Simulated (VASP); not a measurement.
These are PBE GGA with D4 dispersion, VASP's PBE PAW potentials (set 64) (plane waves; VASP) values and carry that method's errors.

Input for VASP

**POSCAR**
```
HfC
1
    0.0000000000     2.3121999018     2.3121999018
    2.3121999018     0.0000000000     2.3121999018
    2.3121999018     2.3121999018     0.0000000000
Hf C
1 1
Direct
  0.0000000000   0.0000000000   0.0000000000
  0.5000000000   0.5000000000   0.5000000000
```

**INCAR**
```
ISIF = 2
ALGO = Normal   # blocked Davidson
LWAVE = .FALSE.
ENCUT = 520
PREC = Accurate
ISMEAR = 1   # Methfessel-Paxton
LASPH = .TRUE.
SIGMA = 0.1
NELM = 100   # most electronic steps
LMAXMIX = 6   # l cut-off of mixed one-centre charges
GGA = PE   # PBE
IVDW = 13
LREAL = .FALSE.
SYSTEM = HfC
EDIFF = 1E-7   # SCF stop (eV)
LCHARG = .FALSE.
```

### KPOINTS
```
Automatic
0
Gamma
14 14 14
0 0 0
```

POTCAR, in this order: Hf_pv C (PBE.64 set). Program: vasp_std.

What VASP printed:

File OSZICAR:
```
       N       E                     dE             d eps       ncg     rms          rms(c)
DAV:   1     0.240952786079E+02    0.24095E+02   -0.78356E+03  2296   0.121E+03
DAV:   2    -0.224154462992E+02   -0.46511E+02   -0.44078E+02  2961   0.215E+02
DAV:   3    -0.241891382644E+02   -0.17737E+01   -0.17414E+01  2927   0.325E+01
DAV:   4    -0.242041274625E+02   -0.14989E-01   -0.14944E-01  2803   0.321E+00
DAV:   5    -0.242043171614E+02   -0.18970E-03   -0.18963E-03  3043   0.283E-01    0.589E+01
DAV:   6    -0.211162379786E+02    0.30881E+01   -0.20076E+01  2537   0.232E+01    0.417E+01
DAV:   7    -0.210533590979E+02    0.62879E-01   -0.62208E-01  2624   0.614E+00    0.248E+01
DAV:   8    -0.210470733662E+02    0.62857E-02   -0.52148E-02  2557   0.231E+00    0.566E+00
DAV:   9    -0.210413804987E+02    0.56929E-02   -0.27686E-02  2578   0.993E-01    0.184E+00
DAV:  10    -0.210411654588E+02    0.21504E-03   -0.83799E-04  2696   0.253E-01    0.399E-01
DAV:  11    -0.210411565851E+02    0.88737E-05   -0.19073E-04  2637   0.100E-01    0.589E-02
DAV:  12    -0.210411543762E+02    0.22089E-05   -0.64895E-06  2639   0.232E-02    0.669E-02
DAV:  13    -0.210411535704E+02    0.80586E-06   -0.59182E-07  2729   0.745E-03    0.225E-03
DAV:  14    -0.210411535600E+02    0.10392E-07   -0.79405E-09  1333   0.980E-04
   1 F= -.21550007E+02 E0= -.21550001E+02  d E =-.184939E-04
```

**OUTCAR**
```
------------------------ aborting loop because EDIFF is reached ----------------------------------------
  Edisp (eV):   -0.50885
  FORCE on cell =-STRESS in cart. coord.  units (eV):
  Direction    XX          YY          ZZ          XY          YZ          ZX
  --------------------------------------------------------------------------------------
  Total      -0.01251    -0.01251    -0.01251    -0.00000     0.00000    -0.00000
  in kB      -0.81044    -0.81044    -0.81044    -0.00000     0.00000    -0.00000
  external pressure =       -0.81 kB  Pullay stress =        0.00 kB
  volume of cell :       24.72
      direct lattice vectors                 reciprocal lattice vectors
     0.000000000  2.312199902  2.312199902    -0.216244279  0.216244279  0.216244279
     2.312199902  0.000000000  2.312199902     0.216244279 -0.216244279  0.216244279
     2.312199902  2.312199902  0.000000000     0.216244279  0.216244279 -0.216244279
 POSITION                                       TOTAL-FORCE (eV/Angst)
 -----------------------------------------------------------------------------------
      0.00000      0.00000      0.00000        -0.000000      0.000000      0.000000
      2.31220      2.31220      2.31220         0.000000     -0.000000      0.000000
 -----------------------------------------------------------------------------------
    total drift:                                0.000000     -0.000000     -0.000000
  FREE ENERGIE OF THE ION-ELECTRON SYSTEM (eV)
  ---------------------------------------------------
  free  energy   TOTEN  =       -21.5500067676 eV

  energy  without entropy=      -21.5499882736  energy(sigma->0) =      -21.55000060
```
(Selected blocks of OUTCAR.)

OUTCAR:
```
 val. band max:        6.0005813385   @ k =   0.5000   0.5000   0.0000

 cond. band min:       6.0817187239   @ k =   0.4286   0.3571   0.0000


 Fermi energy:         6.0480457708

 k-point     1 :       0.0000    0.0000    0.0000
  band No.  band energies     occupation
      1     -23.4085      2.00000
      2     -23.4085      2.00000
      3     -23.4085      2.00000
      4      -6.3125      2.00000
      5       7.0890     -0.00000
      6       7.0890     -0.00000
      7       7.0890     -0.00000
      8       7.4785     -0.00000
      9       7.4785     -0.00000
     10       7.4785     -0.00000
     11       9.5247      0.00000

 k-point     2 :       0.0714    0.0000    0.0000
  band No.  band energies     occupation
      1     -23.4467      2.00000
      2     -23.4121      2.00000
      3     -23.4121      2.00000
      4      -6.1806      2.00000
      5       6.1894     -0.06255
      6       6.4582     -0.00000
      7       6.4582     -0.00000
      8       7.7449     -0.00000
      9       7.7449     -0.00000
     10       8.0566      0.00000
     11      10.1609      0.00000

 k-point     3 :       0.1429    0.0000    0.0000
  band No.  band energies     occupation
      1     -23.5522      2.00000
      2     -23.4222      2.00000
      3     -23.4222      2.00000
      4      -5.7994      2.00000
      5       4.9429      2.00000
      6       5.5253      2.00000
      7       5.5253      2.00000
      8       8.1705      0.00000
      9       8.1705      0.00000
     10       8.5130      0.00000
     11      11.4670      0.00000

 k-point     4 :       0.2143    0.0000    0.0000
  band No.  band energies     occupation
      1     -23.7006      2.00000
      2     -23.4368      2.00000
      3     -23.4368      2.00000
      4      -5.2084      2.00000
      5       3.6515      2.00000
      6       4.6687      2.00000
      7       4.6687      2.00000
      8       8.7900      0.00000
      9       8.7900      0.00000
...
```

Unless said otherwise, spin-orbit coupling is left out, though it shifts the bands of the heavy elements here.

The compound is HfC in the rock salt structure. It was relaxed first.
